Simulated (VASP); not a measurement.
**Band gap of Cs2AgBiBr6: cutoff, mesh and cell**

Aim: test what besides the functional moves the gap of Cs2AgBiBr6. The starting structure is a measured crystal structure from the Crystallography Open Database. Cell and atoms stay as given unless a step says otherwise.

Main program and level: VASP 6.6.1; Kohn-Sham DFT with plane waves and PAW; LDA.

### 1. Starting point

The structure is cubic, space group Fm-3m (No. 225). The conventional cell has a = 11.232 Å, b = 11.232 Å, c = 11.232 Å, α = 90.00°, β = 90.00°, γ = 90.00°. Nearest to Bi lie 6 Br at 2.81 Å. Nearest to Cs lie 12 Br at 3.97 Å. Ag has 6 Br at 2.80 Å nearest. Br has 1 Ag at 2.80 Å and 1 Bi at 2.81 Å and 4 Cs at 3.97 Å nearest. Farther neighbours and most contacts between anions are not listed.

As a file:

```
Bi Cs Ag Br
1.0
     0.00000    5.61610    5.61610
     5.61610    0.00000    5.61610
     5.61610    5.61610    0.00000
Bi Cs Ag Br
1 2 1 6
Direct
  0.00000 0.00000 0.00000
  0.75000 0.75000 0.75000
  0.25000 0.25000 0.25000
  0.50000 0.50000 0.50000
  0.74945 0.74945 0.25055
  0.25055 0.25055 0.74945
  0.74945 0.25055 0.25055
  0.74945 0.25055 0.74945
  0.25055 0.74945 0.74945
  0.25055 0.74945 0.25055
```

### 2. Reference bands

Input file INCAR:

```
SYSTEM = Cs2AgBiBr6
PREC = Accurate
ENCUT = 350
EDIFF = 1E-06
NELM = 100
ISMEAR = 0
SIGMA = 0.03
LREAL = .FALSE.
ALGO = Normal
GGA = CA
NBANDS = 67
LORBIT = 11
LWAVE = .FALSE.
LCHARG = .FALSE.
KPAR = 8
LASPH = .TRUE.
```

Input file POSCAR:

```
Cs2AgBiBr6
1.0
    0.0000000000      5.6161000000      5.6161000000
    5.6161000000      0.0000000000      5.6161000000
    5.6161000000      5.6161000000      0.0000000000
Bi Cs Ag Br
1 2 1 6
Direct
    0.0000000000      0.0000000000      0.0000000000
    0.7500000000      0.7500000000      0.7500000000
    0.2500000000      0.2500000000      0.2500000000
    0.5000000000      0.5000000000      0.5000000000
    0.7494500000      0.7494500000      0.2505500000
    0.2505500000      0.2505500000      0.7494500000
    0.7494500000      0.2505500000      0.2505500000
    0.7494500000      0.2505500000      0.7494500000
    0.2505500000      0.7494500000      0.7494500000
    0.2505500000      0.7494500000      0.2505500000
```

Input file KPOINTS:

```
Automatic mesh
0
Gamma
4 4 4
0 0 0
```

Input file KPOINTS_OPT:

```
Line mode
8
Line-mode
Reciprocal
  0.00000000   0.00000000   0.00000000 GAMMA
  0.50000000   0.00000000   0.50000000 X

  0.50000000   0.00000000   0.50000000 X
  0.50000000   0.25000000   0.75000000 W

  0.50000000   0.25000000   0.75000000 W
  0.37500000   0.37500000   0.75000000 K

  0.37500000   0.37500000   0.75000000 K
  0.00000000   0.00000000   0.00000000 GAMMA

  0.00000000   0.00000000   0.00000000 GAMMA
  0.50000000   0.50000000   0.50000000 L

  0.50000000   0.50000000   0.50000000 L
  0.62500000   0.25000000   0.62500000 U

  0.62500000   0.25000000   0.62500000 U
  0.50000000   0.25000000   0.75000000 W

  0.50000000   0.25000000   0.75000000 W
  0.50000000   0.50000000   0.50000000 L

  0.50000000   0.50000000   0.50000000 L
  0.37500000   0.37500000   0.75000000 K

  0.62500000   0.25000000   0.62500000 U
  0.50000000   0.00000000   0.50000000 X
```

Potentials, in the order of the species: Bi_d, Cs_sv, Ag and Br (LDA family, release 64).

On the command line:

```console
$ mpirun -np 8 vasp_std
```

The program printed:

```text
[banner, memory and clock lines left out]
running    8 mpi-ranks, on    1 nodes
 distrk:  each k-point on    1 cores,    8 groups
 distr:  one band on    1 cores,    1 groups

 POSCAR found type information on POSCAR BiCsAgBr
 POSCAR found :  4 types and      10 ions
|                                                                             |
|           W    W    AA    RRRRR   N    N  II  N    N   GGGG   !!!           |
|           W    W   A  A   R    R  NN   N  II  NN   N  G    G  !!!           |
|           W    W  A    A  R    R  N N  N  II  N N  N  G       !!!           |
|           W WW W  AAAAAA  RRRRR   N  N N  II  N  N N  G  GGG   !            |
|           WW  WW  A    A  R   R   N   NN  II  N   NN  G    G                |
|           W    W  A    A  R    R  N    N  II  N    N   GGGG   !!!           |
|                                                                             |
|     For optimal performance we recommend to set                             |
|       NCORE = 2 up to number-of-cores-per-socket                            |
|     NCORE specifies how many cores store one orbital (NPAR=cpu/NCORE).      |
|     This setting can greatly improve the performance of VASP for DFT.       |
|     The default, NCORE=1 might be grossly inefficient on modern             |
|     multi-core architectures or massively parallel machines. Do your        |
|     Unfortunately you need to use the default for GW and RPA                |
|     calculations (for HF NCORE is supported but not extensively tested      |
|     yet).                                                                   |
|                                                                             |

 LDA part: xc-table for (Slater(with rela. corr.)+CA(PZ))
 , standard interpolation
 POSCAR, INCAR and KPOINTS ok, starting setup
 FFT: planning ... GRIDC
 FFT: planning ... GRID_SOFT
 FFT: planning ... GRID
 WAVECAR not read
 entering main loop
       N       E                     dE             d eps       ncg     rms          rms(c)
DAV:   1     0.553013982293E+03    0.55301E+03   -0.28994E+04  1112   0.830E+02
DAV:   2     0.217251060527E+02   -0.53129E+03   -0.50787E+03  1303   0.220E+02
DAV:   3    -0.339100305670E+02   -0.55635E+02   -0.55140E+02  1320   0.833E+01
DAV:   4    -0.354002072245E+02   -0.14902E+01   -0.14871E+01  1309   0.168E+01
DAV:   5    -0.354417853740E+02   -0.41578E-01   -0.41570E-01  1552   0.251E+00    0.821E+00
DAV:   6    -0.342709100499E+02    0.11709E+01   -0.15538E+00  1397   0.735E+00    0.555E+00
DAV:   7    -0.341821684226E+02    0.88742E-01   -0.93585E-01  1368   0.296E+00    0.241E+00
DAV:   8    -0.341693673457E+02    0.12801E-01   -0.79730E-02  1312   0.113E+00    0.630E-01
DAV:   9    -0.341680646054E+02    0.13027E-02   -0.64828E-03  1256   0.358E-01    0.112E-01
DAV:  10    -0.341681456547E+02   -0.81049E-04   -0.73904E-04  1376   0.880E-02    0.716E-02
DAV:  11    -0.341681733268E+02   -0.27672E-04   -0.11295E-04  1320   0.387E-02    0.124E-02
DAV:  12    -0.341681730511E+02    0.27564E-06   -0.10851E-05  1344   0.142E-02    0.716E-03
DAV:  13    -0.341681731567E+02   -0.10563E-06   -0.28020E-06  1264   0.511E-03
   1 F= -.34168173E+02 E0= -.34168173E+02  d E =-.153370E-11
 Start KPOINTS_OPT (optional k-point list driver)
k-point batch [1-8\80]
       N       E                     dE             ncg
DAV:   1    -0.115443040489E+03   -0.56039E+04     1096
DAV:   2    -0.433925003576E+04   -0.42238E+04     1301
DAV:   3    -0.477627093750E+04   -0.43702E+03     1280
DAV:   4    -0.478748608915E+04   -0.11215E+02     1280
DAV:   5    -0.478780067311E+04   -0.31458E+00     1517
DAV:   6    -0.478780758360E+04   -0.69105E-02     1336
DAV:   7    -0.478780800494E+04   -0.42134E-03     1632
DAV:   8    -0.478780800773E+04   -0.27976E-05     1136
DAV:   9    -0.478780800790E+04   -0.16870E-06      848
[...]
k-point batch [73-80\80]
       N       E                     dE             ncg
DAV:   1    -0.693406212177E+02   -0.10605E+05     1104
DAV:   2    -0.434031165708E+04   -0.42710E+04     1271
DAV:   3    -0.479028136062E+04   -0.44997E+03     1336
DAV:   4    -0.480204335329E+04   -0.11762E+02     1336
DAV:   5    -0.480234280382E+04   -0.29945E+00     1496
DAV:   6    -0.480235023120E+04   -0.74274E-02     1400
DAV:   7    -0.480235071568E+04   -0.48447E-03     1632
DAV:   8    -0.480235072077E+04   -0.50988E-05     1224
DAV:   9    -0.480235072089E+04   -0.11551E-06      984
```

Wall time 3 min (8 MPI ranks of AMD EPYC 7R43, shared host); peak memory 2.8 GiB.

The logs omit lines about the potential files and the build; timing stands in the text.

Parts of OUTCAR (step 2):

```text
ion  position               nearest neighbor table
   1  0.000  0.000  0.000-   5 2.81   6 2.81   7 2.81   8 2.81   9 2.81  10 2.81
   2  0.750  0.750  0.750-
   3  0.250  0.250  0.250-
   4  0.500  0.500  0.500-   5 2.80   6 2.80   7 2.80   8 2.80   9 2.80  10 2.80
   5  0.749  0.749  0.251-   4 2.80   1 2.81
   6  0.251  0.251  0.749-   4 2.80   1 2.81
   7  0.749  0.251  0.251-   4 2.80   1 2.81
   8  0.749  0.251  0.749-   4 2.80   1 2.81
   9  0.251  0.749  0.749-   4 2.80   1 2.81
  10  0.251  0.749  0.251-   4 2.80   1 2.81

  LATTYP: Found a face centered cubic cell.
 ALAT       =    11.2322000000

 Subroutine GETGRP returns: Found 48 space group operations
 (whereof 48 operations were pure point group operations)

The static configuration has the point symmetry O_h .

 Found      8 irreducible k-points:

   k-points           NKPTS =      8   k-points in BZ     NKDIM =      8   number of bands    NBANDS=     67

   dimension x,y,z NGX =    48 NGY =   48 NGZ =   48
   dimension x,y,z NGXF=    96 NGYF=   96 NGZF=   96

   ENCUT  =  350.0 eV  25.72 Ry    5.07 a.u.  12.12 12.12 12.12*2*pi/ulx,y,z

   NELECT =      86.0000    total number of electrons

 k-points in reciprocal lattice and weights: Automatic mesh
   0.00000000  0.00000000  0.00000000       0.016
   0.25000000  0.00000000  0.00000000       0.125
   0.50000000  0.00000000  0.00000000       0.062
   0.25000000  0.25000000  0.00000000       0.094
   0.50000000  0.25000000  0.00000000       0.375
  -0.25000000  0.25000000  0.00000000       0.188
   0.50000000  0.50000000  0.00000000       0.047
  -0.25000000  0.50000000  0.25000000       0.094

 average (electrostatic) potential at core
       1-109.8855       2 -47.9592       3 -47.9592       4 -76.5310       5 -69.6666
       6 -69.6666       7 -69.6666       8 -69.6666       9 -69.6666      10 -69.6666

 E-fermi :   1.4175

 k-point     1 :       0.0000    0.0000    0.0000
  band No.  band energies     occupation
    ...
     39       0.0985      2.00000
     40       0.0985      2.00000
     41       0.0985      2.00000
     42       0.5922      2.00000
     43       0.5922      2.00000
     44       3.4530      0.00000
     45       3.4530      0.00000
     46       3.4530      0.00000
     47       4.5632      0.00000
     48       5.5403      0.00000
    ...

 k-point     2 :       0.2500    0.0000    0.0000
  band No.  band energies     occupation
    ...
     39      -0.2150      2.00000
     40      -0.2150      2.00000
     41      -0.0051      2.00000
     42       0.2116      2.00000
     43       0.2116      2.00000
     44       2.9220      0.00000
     45       4.1783      0.00000
     46       4.1783      0.00000
     47       5.1411      0.00000
     48       5.9019      0.00000
    ...

 k-point     3 :       0.5000    0.0000    0.0000
  band No.  band energies     occupation
    ...
     39      -0.2160      2.00000
     40      -0.2160      2.00000
     41      -0.1172      2.00000
     42       0.0240      2.00000
     43       0.0240      2.00000
     44       2.3921      0.00000
     45       4.9150      0.00000
     46       4.9150      0.00000
     47       5.9262      0.00000
     48       6.0842      0.00000
    ...

  Total       -3.3643423     -3.3643423     -3.3643423     -0.0000000      0.0000000      0.0000000
  in kB      -15.2151508    -15.2151508    -15.2151508     -0.0000000      0.0000000      0.0000000
  external PRESSURE =     -15.2151508 kB  Pullay stress =       0.0000000 kB

  energy-cutoff  :      350.00
  volume of cell :      354.27
      direct lattice vectors                 reciprocal lattice vectors
     0.000000000  5.616100000  5.616100000    -0.089029754  0.089029754  0.089029754
     5.616100000  0.000000000  5.616100000     0.089029754 -0.089029754  0.089029754
     5.616100000  5.616100000  0.000000000     0.089029754  0.089029754 -0.089029754

 POSITION                                       TOTAL-FORCE (eV/Angst)
 -----------------------------------------------------------------------------------
      0.00000      0.00000      0.00000        -0.000000      0.000000     -0.000000
      8.42415      8.42415      8.42415        -0.000000     -0.000000     -0.000000
      2.80805      2.80805      2.80805        -0.000000      0.000000      0.000000
      5.61610      5.61610      5.61610        -0.000000      0.000000      0.000000
      5.61610      5.61610      8.41797        -0.000000      0.000000     -0.340932
      5.61610      5.61610      2.81423        -0.000000      0.000000      0.340932
      2.81423      5.61610      5.61610         0.340932      0.000000      0.000000
      5.61610      8.41797      5.61610        -0.000000     -0.340932      0.000000
      8.41797      5.61610      5.61610        -0.340932      0.000000      0.000000
      5.61610      2.81423      5.61610        -0.000000      0.340932      0.000000
 -----------------------------------------------------------------------------------
    total drift:                               -0.000000      0.000000     -0.000000

  FREE ENERGIE OF THE ION-ELECTRON SYSTEM (eV)
  ---------------------------------------------------
  free  energy   TOTEN  =       -34.1681731567 eV

  energy  without entropy=      -34.1681731567  energy(sigma->0) =      -34.16817316

 total charge
# of ion       s       p       d       tot
------------------------------------------
    1        1.649   0.981   9.984  12.614
    2        1.836   4.683   0.019   6.538
    3        1.836   4.683   0.019   6.538
    4        0.253   0.182   9.297   9.732
    5        1.614   3.220   0.013   4.847
    6        1.614   3.220   0.013   4.847
    7        1.614   3.220   0.013   4.847
    8        1.614   3.220   0.013   4.847
    9        1.614   3.220   0.013   4.847
   10        1.614   3.220   0.013   4.847
--------------------------------------------------
tot         15.258  29.847  19.398  64.503

[... 3 further parts left out ...]
```

Spin-orbit coupling is off here; with elements this heavy it can split and shift levels by tenths of an eV, and by up to about 1 eV where a band edge is a 6p state.

The reference gap is 1.109 eV.

### 3. Bands with cell and atoms relaxed by LDA

Against step 2 the input has another starting structure. The cell comes from a relaxation at this level, not shown (333.09 Å³).

INCAR is that of step 2.

Input file POSCAR:

```
Cs2AgBiBr6
1.0
    0.0000000000      5.5018541332      5.5018541332
    5.5018541332      0.0000000000      5.5018541332
    5.5018541332      5.5018541332      0.0000000000
Bi Cs Ag Br
1 2 1 6
Direct
    0.0000000000      0.0000000000      0.0000000000
    0.7500000000      0.7500000000      0.7500000000
    0.2500000000      0.2500000000      0.2500000000
    0.5000000000      0.5000000000      0.5000000000
    0.7445492146      0.7445492146      0.2554507854
    0.2554507854      0.2554507854      0.7445492146
    0.7445492146      0.2554507854      0.2554507854
    0.7445492146      0.2554507854      0.7445492146
    0.2554507854      0.7445492146      0.7445492146
    0.2554507854      0.7445492146      0.2554507854
```

KPOINTS is that of step 2.

KPOINTS_OPT is that of step 2.

On the command line:

```console
$ mpirun -np 8 vasp_std
```

The program printed:

```text
[banner, memory and clock lines left out]
running    8 mpi-ranks, on    1 nodes
[...]
[... a notice as in an earlier step ...]

 LDA part: xc-table for (Slater(with rela. corr.)+CA(PZ))
 , standard interpolation
 POSCAR, INCAR and KPOINTS ok, starting setup
[...]
entering main loop
       N       E                     dE             d eps       ncg     rms          rms(c)
DAV:   1     0.556043044629E+03    0.55604E+03   -0.29297E+04  1104   0.833E+02
DAV:   2     0.222521494523E+02   -0.53379E+03   -0.50801E+03  1303   0.221E+02
DAV:   3    -0.340407063931E+02   -0.56293E+02   -0.55832E+02  1312   0.843E+01
DAV:   4    -0.355334559225E+02   -0.14927E+01   -0.14903E+01  1288   0.166E+01
[...]
DAV:  11    -0.343284468843E+02   -0.29817E-04   -0.13634E-04  1296   0.392E-02    0.148E-02
DAV:  12    -0.343284489065E+02   -0.20222E-05   -0.83257E-06  1392   0.102E-02    0.673E-03
DAV:  13    -0.343284489781E+02   -0.71633E-07   -0.20594E-06  1128   0.562E-03
   1 F= -.34328449E+02 E0= -.34328449E+02  d E =-.258609E-17
 Start KPOINTS_OPT (optional k-point list driver)
k-point batch [1-8\80]
       N       E                     dE             ncg
DAV:   1     0.212053841250E+03   -0.57881E+04     1120
DAV:   2    -0.405527932075E+04   -0.42673E+04     1276
DAV:   3    -0.450916085744E+04   -0.45388E+03     1312
DAV:   4    -0.452094273058E+04   -0.11782E+02     1272
DAV:   5    -0.452126951264E+04   -0.32678E+00     1576
DAV:   6    -0.452127524747E+04   -0.57348E-02     1320
DAV:   7    -0.452127555600E+04   -0.30853E-03     1640
DAV:   8    -0.452127555899E+04   -0.29862E-05     1136
DAV:   9    -0.452127555916E+04   -0.16984E-06      880
[...]
k-point batch [73-80\80]
       N       E                     dE             ncg
DAV:   1     0.222530321220E+03   -0.10383E+05     1128
DAV:   2    -0.408087752322E+04   -0.43034E+04     1306
DAV:   3    -0.452656125768E+04   -0.44568E+03     1320
DAV:   4    -0.453830316384E+04   -0.11742E+02     1341
DAV:   5    -0.453859764084E+04   -0.29448E+00     1504
DAV:   6    -0.453860558973E+04   -0.79489E-02     1397
DAV:   7    -0.453860617669E+04   -0.58696E-03     1672
DAV:   8    -0.453860618035E+04   -0.36580E-05     1221
DAV:   9    -0.453860618052E+04   -0.16822E-06     1024
```

Run time: 3.1 min. Hardware: 8 MPI ranks; peak memory 2.9 GiB.

From OUTCAR (step 3):

```text
  Total       -0.2456791     -0.2456791     -0.2456791      0.0000000      0.0000000     -0.0000000
  in kB       -1.1817392     -1.1817392     -1.1817392      0.0000000      0.0000000     -0.0000000
  external PRESSURE =      -1.1817392 kB  Pullay stress =       0.0000000 kB

 POSITION                                       TOTAL-FORCE (eV/Angst)
 -----------------------------------------------------------------------------------
      0.00000      0.00000      0.00000        -0.000000     -0.000000     -0.000000
      8.25278      8.25278      8.25278        -0.000000     -0.000000     -0.000000
      2.75093      2.75093      2.75093        -0.000000      0.000000     -0.000000
      5.50185      5.50185      5.50185        -0.000000      0.000000     -0.000000
      5.50185      5.50185      8.19280        -0.000000      0.000000     -0.003952
      5.50185      5.50185      2.81091        -0.000000      0.000000      0.003952
      2.81091      5.50185      5.50185         0.003952      0.000000     -0.000000
      5.50185      8.19280      5.50185        -0.000000     -0.003952     -0.000000
      8.19280      5.50185      5.50185        -0.003952      0.000000     -0.000000
      5.50185      2.81091      5.50185        -0.000000      0.003952     -0.000000
 -----------------------------------------------------------------------------------
    total drift:                               -0.000000     -0.000000     -0.000000

  FREE ENERGIE OF THE ION-ELECTRON SYSTEM (eV)
  ---------------------------------------------------
  free  energy   TOTEN  =       -34.3284489781 eV

  energy  without entropy=      -34.3284489781  energy(sigma->0) =      -34.32844898

[... 1 part as in an earlier step ...]

[... 2 further parts left out ...]
[key lines of the parts left out:]
E-fermi :   2.1425
```

With cell and atoms relaxed by LDA the gap is 0.948 eV, -0.161 eV from the reference.

[end of part 1 of 2]

[Lines on the potential files, build, host, timing and source positions are cut from VASP's logs without a mark.]

[Logs are printed without paths, hosts, clocks, repeated set-up lines and the standing remarks that a program may print on its own settings, such as how far it seeks lower states.]

[Hosts, paths, dates, database ids (printed as entryN), source tags and the programs' standing remarks are cut or masked in the printed files.]
